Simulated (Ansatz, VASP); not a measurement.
# Cross-check of Hf (Hafnium) between VASP and Ansatz

Wanted: the spread between two codes on one cell, functional and k mesh. The cell is taken from a series of runs on this material, whose earlier steps may have relaxed, scaled, displaced or heated it; both programs get it as it stands.

Calculated with Ansatz 0.2.0; plane waves, with VASP 6.6.1 beside it; zone-centre phonons at PBEsol.

### 1. Starting point

The structure is hexagonal, space group P6_3/mmc (No. 194). Conventional cell: a = 3.182 Å, b = 3.182 Å, c = 5.026 Å, α = 90.00°, β = 90.00°, γ = 120.00°. Hf has 12 Hf at 3.11 to 3.18 Å nearest.

As a file:

```cif
data_structure
_symmetry_space_group_name_H-M 'P6_3/mmc'
_symmetry_Int_Tables_number 194
_cell_length_a 3.1820
_cell_length_b 3.1820
_cell_length_c 5.0265
_cell_angle_alpha 90.000
_cell_angle_beta 90.000
_cell_angle_gamma 120.000
_cell_volume 44.07
loop_
_atom_site_label
_atom_site_type_symbol
_atom_site_symmetry_multiplicity
_atom_site_Wyckoff_symbol
_atom_site_fract_x
_atom_site_fract_y
_atom_site_fract_z
_atom_site_occupancy
Hf1 Hf 2 c 0.33333 0.66667 0.25000 1
```

### 2. VASP: zone-centre phonons, PBEsol

Second derivatives magnify differences that forces hide, and they need a tight electronic threshold.

Lines of VASP's logs that name or quote its potential files are left out, and so is its time.

The input, INCAR:

```
SYSTEM = Hf
PREC = Accurate
ENCUT = 500
EDIFF = 1E-08
NELM = 120
ISMEAR = 1
SIGMA = 0.2
LREAL = .FALSE.
ALGO = Normal
GGA = PS
NBANDS = 16
LASPH = .TRUE.
LORBIT = 11
LWAVE = .FALSE.
LCHARG = .FALSE.
ISIF = 2
IBRION = 8
GGA_COMPAT = .FALSE.
KPAR = 2
```

The input, POSCAR:

```
Hf
1.0
    3.1819890595      0.0000000000      0.0000000000
   -1.5909945297      2.7556833601      0.0000000000
    0.0000000000      0.0000000000      5.0264515888
Hf
2
Direct
    0.3333333334      0.6666666668      0.2500000000
    0.6666666668      0.3333333334      0.7500000000
```

The input, KPOINTS:

```
Automatic mesh
0
Gamma
15 15 8
0 0 0
```

Potentials, in the order of the species: Hf_pv (PBE family, release 64).

Command:

```sh
mpirun -np 2 vasp_std
```

Numbers of over 12 decimals in the logs are rounded to 6 here.

What it wrote:

```text
[banner, memory and clock lines left out]
running    2 mpi-ranks, on    1 nodes
 distrk:  each k-point on    1 cores,    2 groups
 distr:  one band on    1 cores,    1 groups

 POSCAR found type information on POSCAR Hf
 POSCAR found :  1 types and       2 ions
|                                                                             |
|               ----> ADVICE to this user running VASP <----                  |
|                                                                             |
|     You enforced a specific xc type in the INCAR file but a different       |
|     [... a line on the potential file left out ...]
|     I HOPE YOU KNOW WHAT YOU ARE DOING!                                     |
|                                                                             |

 LDA part: xc-table for (Slater+PW92), standard interpolation
 POSCAR, INCAR and KPOINTS ok, starting setup
 FFT: planning ... GRIDC
 FFT: planning ... GRID_SOFT
 FFT: planning ... GRID
 WAVECAR not read
 entering main loop
       N       E                     dE             d eps       ncg     rms          rms(c)
DAV:   1     0.462780186314E+02    0.46278E+02   -0.11310E+04  4336   0.115E+03
DAV:   2    -0.201854330171E+02   -0.66463E+02   -0.64997E+02  5720   0.250E+02
DAV:   3    -0.217661565951E+02   -0.15807E+01   -0.15689E+01  5736   0.266E+01
DAV:   4    -0.217782454268E+02   -0.12089E-01   -0.12087E-01  5392   0.285E+00
DAV:   5    -0.217784008586E+02   -0.15543E-03   -0.15542E-03  5640   0.265E-01    0.661E+01
DAV:   6    -0.212078253126E+02    0.57058E+00   -0.52332E-01  5176   0.478E+00    0.391E+01
DAV:   7    -0.210080995350E+02    0.19973E+00   -0.86310E-01  5312   0.590E+00    0.187E+00
DAV:   8    -0.209974160931E+02    0.10683E-01   -0.54845E-02  4984   0.160E+00    0.328E-01
DAV:   9    -0.209975187670E+02   -0.10267E-03   -0.11537E-03  5968   0.249E-01    0.194E-01
DAV:  10    -0.209975087017E+02    0.10065E-04   -0.44419E-05  5168   0.477E-02    0.187E-01
DAV:  11    -0.209975101819E+02   -0.14802E-05   -0.42679E-06  5896   0.148E-02    0.117E-02
DAV:  12    -0.209975102490E+02   -0.67095E-07   -0.38851E-07  5096   0.422E-03    0.356E-03
DAV:  13    -0.209975102019E+02    0.47091E-07   -0.12491E-08  4200   0.886E-04    0.160E-03
DAV:  14    -0.209975101792E+02    0.22732E-07   -0.11657E-09  3104   0.286E-04    0.231E-04
DAV:  15    -0.209975101770E+02    0.21898E-08   -0.17299E-10  2944   0.107E-04
   1 F= -.20997510E+02 E0= -.20998889E+02  d E =0.413720E-02
 Linear response reoptimize wavefunctions to high precision
DAV:   1    -0.209975101761E+02    0.85493E-09   -0.37382E-11  3072   0.502E-05
DAV:   2    -0.209975101761E+02    0.70486E-11   -0.80841E-12  2704   0.222E-05
 Linear response DOF=           2
 Linear response progress:
  Degree of freedom:   1/  2
       N       E                     dE             d eps       ncg     rms          rms(c)
RMM:   1    -0.202005670377E+00   -0.20201E+00    0.45750E+00 18612   0.120E+01
RMM:   2    -0.207817594154E+00   -0.58119E-02   -0.38276E-02 27734   0.122E+00    0.568E-01
RMM:   3    -0.206960439880E+00    0.85715E-03   -0.45348E-03 34718   0.269E-01    0.123E-01
RMM:   4    -0.206581709887E+00    0.37873E-03   -0.50847E-04 41169   0.929E-02    0.185E-01
RMM:   5    -0.206138262226E+00    0.44345E-03   -0.46678E-05 37721   0.420E-02    0.167E-02
RMM:   6    -0.206046622760E+00    0.91639E-04   -0.17748E-05 42650   0.153E-02    0.314E-02
RMM:   7    -0.206050339443E+00   -0.37167E-05   -0.20119E-05 38262   0.695E-03    0.421E-02
RMM:   8    -0.206040607439E+00    0.97320E-05    0.60546E-06 39287   0.316E-03    0.774E-03
RMM:   9    -0.206040120494E+00    0.48694E-06   -0.59207E-06 42331   0.874E-04    0.301E-03
RMM:  10    -0.206040417861E+00   -0.29737E-06   -0.26176E-06 41497   0.272E-04    0.234E-04
RMM:  11    -0.206040742080E+00   -0.32422E-06   -0.13362E-06 41442   0.148E-04    0.617E-04
RMM:  12    -0.206040729440E+00    0.12640E-07   -0.69465E-07 41946   0.688E-05    0.432E-05
RMM:  13    -0.206040778932E+00   -0.49492E-07   -0.35147E-07 40659   0.392E-05    0.923E-05
RMM:  14    -0.206040793665E+00   -0.14733E-07   -0.17122E-07 39156   0.255E-05    0.148E-05
RMM:  15    -0.206040803642E+00   -0.99772E-08   -0.85477E-08 35456   0.195E-05    0.125E-05
 first order change of Fermi-energy  -0.23965E-05
 force on displaced ion       1 direction 1 :  -2.093  -0.000   0.000
 Linear response progress:
  Degree of freedom:   2/  2
       N       E                     dE             d eps       ncg     rms          rms(c)
RMM:   1    -0.243058630588E+00   -0.24306E+00    0.48292E+00  6443   0.124E+01
RMM:   2    -0.253586640883E+00   -0.10528E-01   -0.44411E-02  9571   0.126E+00    0.716E-01
RMM:   3    -0.252747479045E+00    0.83916E-03   -0.35847E-03 11256   0.286E-01    0.199E-01
RMM:   4    -0.252528487189E+00    0.21899E-03   -0.38796E-04 13358   0.100E-01    0.201E-01
RMM:   5    -0.252225987504E+00    0.30250E-03    0.65338E-05 12905   0.445E-02    0.462E-02
RMM:   6    -0.252128553660E+00    0.97434E-04   -0.90602E-06 11629   0.201E-02    0.438E-02
RMM:   7    -0.252143768732E+00   -0.15215E-04    0.89282E-06 12729   0.627E-03    0.186E-02
RMM:   8    -0.252149889648E+00   -0.61209E-05    0.23132E-05 13257   0.308E-03    0.386E-03
RMM:   9    -0.252140743583E+00    0.91461E-05    0.45112E-07 13234   0.174E-03    0.193E-03
RMM:  10    -0.252139732582E+00    0.10110E-05    0.59975E-06 13377   0.502E-04    0.511E-04
RMM:  11    -0.252139914872E+00   -0.18229E-06    0.41045E-06 13604   0.209E-04    0.101E-04
RMM:  12    -0.252139917854E+00   -0.29823E-08    0.31691E-06 14073   0.736E-05    0.502E-05
RMM:  13    -0.252140120281E+00   -0.20243E-06    0.97458E-07 13128   0.381E-05    0.210E-05
RMM:  14    -0.252140096194E+00    0.24088E-07    0.12813E-06 13664   0.238E-05    0.786E-06
RMM:  15    -0.252140215837E+00   -0.11964E-06    0.46522E-09 12420   0.169E-05    0.123E-06
RMM:  16    -0.252140175334E+00    0.40503E-07    0.43147E-07  9986   0.139E-05    0.622E-07
RMM:  17    -0.252140219534E+00   -0.44200E-07   -0.33840E-08  8594   0.126E-05    0.691E-07
RMM:  18    -0.252140207214E+00    0.12320E-07    0.10381E-07  8224   0.120E-05    0.439E-07
RMM:  19    -0.252140206608E+00    0.60685E-09    0.10387E-07  7480   0.117E-05    0.158E-07
RMM:  20    -0.252140210736E+00   -0.41286E-08    0.61910E-08  7037   0.115E-05    0.115E-07
 first order change of Fermi-energy  -0.15446E-03
 force on displaced ion       1 direction 3 :  -0.000   0.000  -3.033
 Linear response finished
```

Parts of OUTCAR (step 2):

```text
ion  position               nearest neighbor table
   1  0.333  0.667  0.250-   2 3.11   2 3.11   2 3.11   2 3.11   2 3.11   2 3.11
   2  0.667  0.333  0.750-   1 3.11   1 3.11   1 3.11   1 3.11   1 3.11   1 3.11

  LATTYP: Found a hexagonal cell.
 ALAT       =     3.1819890595
 C/A-ratio  =     1.5796570933

 Subroutine GETGRP returns: Found 24 space group operations
 (whereof 12 operations were pure point group operations)

The static configuration has the point symmetry D_3d.
 The point group associated with its full space group is D_6h.

 Found    135 irreducible k-points:

   k-points           NKPTS =    135   k-points in BZ     NKDIM =    135   number of bands    NBANDS=     16

   dimension x,y,z NGX =    24 NGY =   24 NGZ =   40
   dimension x,y,z NGXF=    48 NGYF=   48 NGZF=   80

   ENCUT  =  500.0 eV  36.75 Ry    6.06 a.u.   5.80  5.80  9.16*2*pi/ulx,y,z

   NELECT =      20.0000    total number of electrons

 k-points in reciprocal lattice and weights: Automatic mesh
   0.00000000  0.00000000  0.00000000       0.001
   0.06666667  0.00000000  0.00000000       0.003
   0.13333333  0.00000000  0.00000000       0.003
   0.20000000 -0.00000000  0.00000000       0.003
   0.26666667  0.00000000  0.00000000       0.003
   0.33333333  0.00000000  0.00000000       0.003
   0.40000000 -0.00000000  0.00000000       0.003
   0.46666667 -0.00000000  0.00000000       0.003
   0.06666667  0.06666667  0.00000000       0.003
[...]
0.33333333  0.26666667  0.50000000       0.007
   0.33333333  0.33333333  0.50000000       0.001

 average (electrostatic) potential at core
       1 -37.0280       2 -37.0280

  Total       -0.6959380     -0.6959380     -0.7230318     -0.0000000      0.0000000      0.0000000
  in kB      -25.2983175    -25.2983175    -26.2832150     -0.0000000      0.0000000      0.0000000
  external PRESSURE =     -25.6266167 kB  Pullay stress =       0.0000000 kB

  energy-cutoff  :      500.00
  volume of cell :       44.07
      direct lattice vectors                 reciprocal lattice vectors
     3.181989060  0.000000000  0.000000000     0.314268837  0.181443197  0.000000000
    -1.590994530  2.755683360  0.000000000     0.000000000  0.362886395  0.000000000
     0.000000000  0.000000000  5.026451589     0.000000000  0.000000000  0.198947504

 POSITION                                       TOTAL-FORCE (eV/Angst)
 -----------------------------------------------------------------------------------
      0.00000      1.83712      1.25661        -0.000000      0.000000      0.000000
      1.59099      0.91856      3.76984         0.000000      0.000000      0.000000
 -----------------------------------------------------------------------------------
    total drift:                               -0.000000     -0.000000      0.000000

 Eigenvectors and eigenvalues of the dynamical matrix
 ----------------------------------------------------

   1 f  =    2.881895 THz    18.107483 2PiTHz   96.129683 cm-1    11.918556 meV
             X         Y         Z           dx          dy          dz
      0.000000  1.837122  1.256613     0.000000    0.000000   -0.707107
      1.590995  0.918561  3.769839     0.000000    0.000000    0.707107

   2 f  =    2.394354 THz    15.044169 2PiTHz   79.867049 cm-1     9.902248 meV
             X         Y         Z           dx          dy          dz
      0.000000  1.837122  1.256613    -0.454365   -0.541805    0.000000
      1.590995  0.918561  3.769839     0.454365    0.541805    0.000000

   3 f  =    2.394354 THz    15.044169 2PiTHz   79.867049 cm-1     9.902248 meV
             X         Y         Z           dx          dy          dz
      0.000000  1.837122  1.256613     0.541805   -0.454365    0.000000
      1.590995  0.918561  3.769839    -0.541805    0.454365    0.000000

   4 f  =    0.000000 THz     0.000000 2PiTHz    0.000001 cm-1     0.000000 meV
             X         Y         Z           dx          dy          dz
      0.000000  1.837122  1.256613    -0.697593   -0.115602    0.000000
      1.590995  0.918561  3.769839    -0.697593   -0.115602    0.000000

   5 f  =    0.000000 THz     0.000000 2PiTHz    0.000000 cm-1     0.000000 meV
             X         Y         Z           dx          dy          dz
      0.000000  1.837122  1.256613     0.000000    0.000000    0.707107
      1.590995  0.918561  3.769839     0.000000    0.000000    0.707107

   6 f/i=    0.000000 THz     0.000000 2PiTHz    0.000001 cm-1     0.000000 meV
             X         Y         Z           dx          dy          dz
      0.000000  1.837122  1.256613    -0.115602    0.697593    0.000000
      1.590995  0.918561  3.769839    -0.115602    0.697593    0.000000

 ELASTIC MODULI CONTR FROM IONIC RELAXATION (kBar)
 Direction    XX          YY          ZZ          XY          YZ          ZX
 --------------------------------------------------------------------------------
 XX        -139.5380    139.5380     -0.0000     -0.0000      0.0000      0.0000
 YY         139.5380   -139.5380      0.0000     -0.0000      0.0000     -0.0000
 ZZ          -0.0000      0.0000     -0.0000     -0.0000      0.0000     -0.0000
 XY          -0.0000     -0.0000     -0.0000   -139.5380      0.0000      0.0000
 YZ           0.0000      0.0000      0.0000      0.0000      0.0000      0.0000
 ZX           0.0000     -0.0000     -0.0000      0.0000      0.0000     -0.0000
 --------------------------------------------------------------------------------
```

Energies printed during the response cycles are not total energies of the cell. Harder data sets than Hf_pv exist (the GW ones), and pressures, volumes and forces can shift noticeably with them. The PAW data sets were made with PBE, which is usual practice but a small mismatch for other functionals.

(Continued in part 2 of 2.)

[Lines on the potential files, build, host, timing and source positions are cut from VASP's logs without a mark.]

[Logs are printed without paths, hosts, clocks, repeated set-up lines and the standing remarks that a program may print on its own settings, such as how far it seeks lower states.]

[Hosts, paths, dates, database ids (printed as entryN), source tags and the programs' standing remarks are cut or masked in the printed files.]
